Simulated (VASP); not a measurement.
Input of a VASP 6.6.1 run:

INCAR

```
PREC = Accurate
ENCUT = 520
EDIFF = 1E-7
ISMEAR = 0
SIGMA = 0.1
LREAL = False
LASPH = True
NELM = 60
ALGO = Fast
ISIF = 2
LWAVE = False
LCHARG = False
GGA = PE
IVDW = 12
NBANDS = 35
```

The input KPOINTS:

```
Automatic mesh
0
Gamma
  6 6 2
```

POSCAR

```
Te2Mo
1.0
    3.5182000000      0.0000000000      0.0000000000
   -1.7591000000      3.0468505756      0.0000000000
    0.0000000000      0.0000000000     13.9736000000
Te Mo
4 2
Direct
    0.3333333333      0.6666666667      0.6210000000
    0.6666666667      0.3333333333      0.1210000000
    0.3333333333      0.6666666667      0.8790000000
    0.6666666667      0.3333333333      0.3790000000
    0.3333333333      0.6666666667      0.2500000000
    0.6666666667      0.3333333333      0.7500000000
```

Potentials or basis: VASP PAW PBE potentials, release 64 (Te, Mo_sv).

Command:

```console
$ cat potpaw_PBE.64/Te/POTCAR potpaw_PBE.64/Mo_sv/POTCAR > POTCAR
$ mpirun -np 1 vasp_std > vasp.out
```

(1) Estimate the largest force.

(2) Estimate the band gap on the k mesh.

Answers

(1) 0.185 eV/Å.

(2) 0.82 eV, indirect (least direct gap 1.04 eV).

Caveat: spin-orbit coupling is left out, which moves the levels of the heavy elements.

**What was measured.**

“Broadband infrared study of pressure-tunable Fano resonance and metallization transition in 2H-MoTe2”, 2022, pmc:9569381 quotes, for a bulk crystal of Te2Mo at 300 K: band gap 0.88 ± 0.05 eV (indirect).

Against the measured gap of Te2Mo, 0.88 eV (indirect; 300 K; quoted in “Broadband infrared study of pressure-tunable Fano resonance and metallization transition in 2H-MoTe2”, 2022, pmc:9569381), the calculated 0.82 eV is off by -0.06 eV. Spin-orbit coupling on Mo, Te is left out. The value is that of PBE+D3(BJ) on a finite k mesh, which can miss the band edges, without temperature or zero-point motion. Semilocal functionals fall short of measured gaps as a rule.
